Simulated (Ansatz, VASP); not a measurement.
# Os (Osmium) in two plane-wave programs, part 2 of 2

One calculation is typed for both programs; each brings its own data sets. How far apart do they land?  Valence electrons are named where the data sets of a main pair hold unlike numbers.

VASP 6.6.1 and Ansatz 0.2.0.

So far. Step 3 (Ansatz: electric field gradients, LDA): The run ends at a pressure of -8.76 GPa.

### 6. VASP: electric field gradients, r2SCAN

Level of this step: r2SCAN; plane waves and PAW (Os_pv) (VASP).

Field gradients test the density near the nuclei, where the PAW reconstruction matters most.

Input file INCAR:

```
SYSTEM = Os
PREC = Accurate
ENCUT = 400
EDIFF = 1E-07
NELM = 100
ISMEAR = -1
SIGMA = 0.05
LREAL = .FALSE.
ALGO = Normal
METAGGA = R2SCAN
LASPH = .TRUE.
NBANDS = 20
LORBIT = 11
LWAVE = .FALSE.
LCHARG = .FALSE.
KPAR = 2
LEFG = .TRUE.
```

Input file POSCAR:

```
Os
1.0
    2.7341000000      0.0000000000      0.0000000000
   -1.3670500000      2.3678000565      0.0000000000
    0.0000000000      0.0000000000      4.3197000000
Os
2
Direct
    0.6666666667      0.3333333333      0.7500000000
    0.3333333333      0.6666666667      0.2500000000
```

Input file KPOINTS:

```
Automatic mesh
0
Gamma
12 12 6
0 0 0
```

Potentials, in the order of the species: Os_pv (PBE family, release 64).

On the command line:

```bash
$ mpirun -np 2 vasp_std
```

Numbers of over 12 decimals in the logs are rounded to 6 here.

What it wrote:

```text
[banner, memory and clock lines left out]
running    2 mpi-ranks, on    1 nodes
[...]
[... a notice as in an earlier step ...]

 LDA part: xc-table for (None), standard interpolation
 POSCAR, INCAR and KPOINTS ok, starting setup
[...]
entering main loop
       N       E                     dE             d eps       ncg     rms          rms(c)
DAV:   1     0.169198689119E+03    0.16920E+03   -0.14373E+04  3056   0.159E+03
DAV:   2    -0.102655065999E+03   -0.27185E+03   -0.26326E+03  3080   0.514E+02
DAV:   3    -0.114640565100E+03   -0.11985E+02   -0.11413E+02  3468   0.103E+02
DAV:   4    -0.114804218894E+03   -0.16365E+00   -0.16320E+00  3304   0.119E+01
[...]
DAV:  13    -0.105964038731E+03    0.19634E-06   -0.35323E-07  3344   0.510E-03    0.332E-03
DAV:  14    -0.105964039075E+03   -0.34341E-06   -0.65107E-08  1756   0.290E-03    0.253E-04
DAV:  15    -0.105964039108E+03   -0.33564E-07   -0.21723E-08  1588   0.127E-03
ion   1
     0.0000000     0.0000000    -0.0000000    -0.3391478    -0.0000000    -0.0000000
[...]
0.0000000     0.0000000    -0.0000000    47.1133927     0.0000000    -0.0000002
     0.0000668     0.0000000    -0.0000000    47.0572125     0.0000000    -0.0000002
     0.0000920     0.0000000    -0.0000000    47.0307045     0.0000000    -0.0000002
     0.0001268     0.0000000    -0.0000000    46.9904707     0.0000000    -0.0000002
     0.0001746     0.0000000    -0.0000000    46.9296702     0.0000000    -0.0000002

ion   2
     0.0000000     0.0000000     0.0000000    -0.3391478     0.0000000    -0.0000000
     0.0000668     0.0000000     0.0000000    -0.3391478     0.0000000    -0.0000000
     0.0000920     0.0000000     0.0000000    -0.3391478     0.0000000    -0.0000000
     0.0001268     0.0000000     0.0000000    -0.3391478     0.0000000    -0.0000000
     0.0001746     0.0000000     0.0000000    -0.3391477     0.0000000    -0.0000000

     0.0000000     0.0000000     0.0000000    47.1133927     0.0000000    -0.0000002
     0.0000668     0.0000000     0.0000000    47.0572125     0.0000000    -0.0000002
     0.0000920     0.0000000     0.0000000    47.0307045     0.0000000    -0.0000002
     0.0001268     0.0000000     0.0000000    46.9904707     0.0000000    -0.0000002
     0.0001746     0.0000000     0.0000000    46.9296702     0.0000000    -0.0000002

   1 F= -.10596404E+03 E0= -.10595917E+03  d E =-.973760E-02
```

OUTCAR, selected parts (step 6):

```text
  Total        0.7121903      0.7121903      0.9731580      0.0000000      0.0000000      0.0000000
  in kB       40.8031449     40.8031449     55.7546287      0.0000000      0.0000000      0.0000000
  external PRESSURE =      45.7869728 kB  Pullay stress =       0.0000000 kB

 POSITION                                       TOTAL-FORCE (eV/Angst)
 -----------------------------------------------------------------------------------
      1.36705      0.78927      3.23977        -0.000000      0.000000      0.000000
     -0.00000      1.57853      1.07993         0.000000      0.000000      0.000000
 -----------------------------------------------------------------------------------
    total drift:                               -0.000000      0.000000     -0.000000

  FREE ENERGIE OF THE ION-ELECTRON SYSTEM (eV)
  ---------------------------------------------------
  free  energy   TOTEN  =      -105.9640391084 eV

  energy  without entropy=     -105.9543015077  energy(sigma->0) =     -105.95917031

[... 2 parts as in an earlier step ...]

[... 1 further part left out ...]
[key lines of the parts left out:]
E-fermi :   8.8470
```

The PAW data sets were made with PBE, which is usual practice but a small mismatch for other functionals.

### 7. Ansatz: electric field gradients, r2SCAN

The same cell, functional, mesh and smearing now go to Ansatz, which takes its cutoff from its data sets.

Input file input.yaml:

```yaml
crystal:
  lattice:
    - [2.7341, 0.0, 0.0]
    - [-1.36705, 2.3678000565, 0.0]
    - [0.0, 0.0, 4.3197]
  atoms:
    - { symbol: Os, position: [0.6666666667, 0.3333333333, 0.75] }
    - { symbol: Os, position: [0.3333333333, 0.6666666667, 0.25] }
hamiltonian:
  xc: r2scan
  pseudopotentials: { kind: paw }
kpoints:
  mp_grid: { grid: [12, 12, 6] }
scf:
  occupations: { method: fermi_dirac, width: 0.05 }
  n_extra_bands: 4
output:
  forces: true
  stress: true
  eigenvalues: true
  efg: {}
  write_density: true
  write_potential: true
  elf: true
  volumetric_format: npy
```

On the command line:

```bash
$ ansatz run input.yaml --threads 2 --pin off --max-ram 4608MiB --backend cpu --events-out ev --progress --plain --runs-dir out
```

What it wrote:

```text
[...]
Crystal: 2 atoms, lattice volume = 27.965 Å³
Basis set: ecut = 500 eV, 687 PW (Γ), exchange–correlation on 80×80×128 points (64 copies of the dense FFT grid, shifted against one another)
Bands: 20, of which v1, the nominal top of the filled ones, is band 16 counted from 1 (15 counted from 0)
Symmetry: 24 space group operations
[...]
k-points: 76 of 864
[...]
--- Band table (eV; the first three rows and the last of 76) ---
  k-point 0: bands = [... 12 lower, 22.9251, 23.5195, 23.5195, 24.1869, 24.1869, 25.8102, 27.5908, 27.5908]
  k-point 1: bands = [... 12 lower, 22.7195, 23.2951, 23.2951, 24.6957, 24.6957, 24.7530, 27.6203, 27.6203]
  k-point 2: bands = [... 12 lower, 22.3115, 22.8310, 22.8310, 22.9791, 25.7234, 25.7234, 27.4408, 27.4408]
  k-point 75: bands = [... 12 lower, 22.2102, 22.2102, 24.3878, 24.3878, 27.5456, 27.5456, 34.5137, 34.5137]
[key lines of the parts left out:]
SCF converged after 6 iterations
Free energy (F): -22795.266972 eV
Fermi energy:    25.770590 eV
P = ⅓ Tr σ = 0.9533 GPa (9.533 kbar)
```

Wall time 7 s (2 threads of Arm Neoverse N1, shared host); peak memory 0.42 GiB; 13 s of CPU time.

The run ends at a pressure of 0.95 GPa.

### 8. Differences

What differs besides the data sets and the points named for the pairs above, as far as they apply: VASP keeps PBE cores, Ansatz makes them for the functional; the data sets hold 32 valence electrons in Ansatz (on its default PAW (the set named soft_2) files) and 28 in VASP; the cutoff is 500 eV in Ansatz and 400 eV in VASP. Total energies have different zeros and are not compared.

Both answers:

```csv
quantity,Ansatz,VASP,difference
pressure (GPa),0.95,4.58,-3.63
pressure without Ansatz's Pulay correction (GPa),0.85,4.58,-3.73
Vzz at Os1 (V/Å²),-59.8,-59.2,-0.6
Vzz at Os2 (V/Å²),-59.8,-59.2,-0.6
```

Ansatz's pressure holds a Pulay correction of 0.11 GPa; VASP's holds none.

### 9. Other set-ups

Further runs change the set-up of one program: Ansatz's method, potentials or start, or VASP's data sets, cutoff or form of LDA. The table gives Ansatz less VASP for each quantity, since a change that brings one quantity closer may part another.

```csv
run,pressure (GPa),Vzz at Os1 (V/Å²),Vzz at Os2 (V/Å²),pressure without Ansatz's Pulay correction (GPa)
as above,-3.6,-0.62,-0.62,-3.7
cores kept as stored,-3.7,-1.3,-1.3,-3.8
Ansatz's larger PAW set (cutoff 720 eV),-4.0,-0.17,-0.17,
```

### 10. Results

```json
{"difference in pressure (electric field gradients, LDA)": "-5.4 GPa", "difference in pressure (electric field gradients, r2SCAN)": "-3.6 GPa"}
```

In words: The difference in pressure is -5.4 GPa (electric field gradients, LDA), beyond the 1 GPa picked in this series as the mark of a large difference. The data sets hold unlike numbers of valence electrons (32 in Ansatz and 28 in VASP), so part of the differences comes from the potentials. Electric field gradients, LDA, cores kept as stored: the difference in Vzz at Os1 goes from 0.72 to 0.22 V/Å²; the difference in Vzz at Os2 goes from 0.72 to 0.22 V/Å². Electric field gradients, LDA, Ansatz's larger PAW set (cutoff 700 eV), whose cores stay as stored: the difference in Vzz at Os1 goes from 0.72 to -0.87 V/Å²; the difference in Vzz at Os2 goes from 0.72 to -0.87 V/Å². Electric field gradients, r2SCAN, cores kept as stored: the difference in Vzz at Os1 goes from -0.62 to -1.3 V/Å²; the difference in Vzz at Os2 goes from -0.62 to -1.3 V/Å². Electric field gradients, r2SCAN, Ansatz's larger PAW set (cutoff 720 eV): the difference in Vzz at Os1 goes from -0.62 to -0.17 V/Å²; the difference in Vzz at Os2 goes from -0.62 to -0.17 V/Å². 2 further runs of this series are not shown here. Such differences can come from data sets, numerical settings and the points named under the comparisons, not from the functional's error against experiment.

[Lines on the potential files, build, host, timing and source positions are cut from VASP's logs without a mark.]

[Logs are printed without paths, hosts, clocks, repeated set-up lines and the standing remarks that a program may print on its own settings, such as how far it seeks lower states.]

[Hosts, paths, dates, database ids (printed as entryN), source tags and the programs' standing remarks are cut or masked in the printed files.]
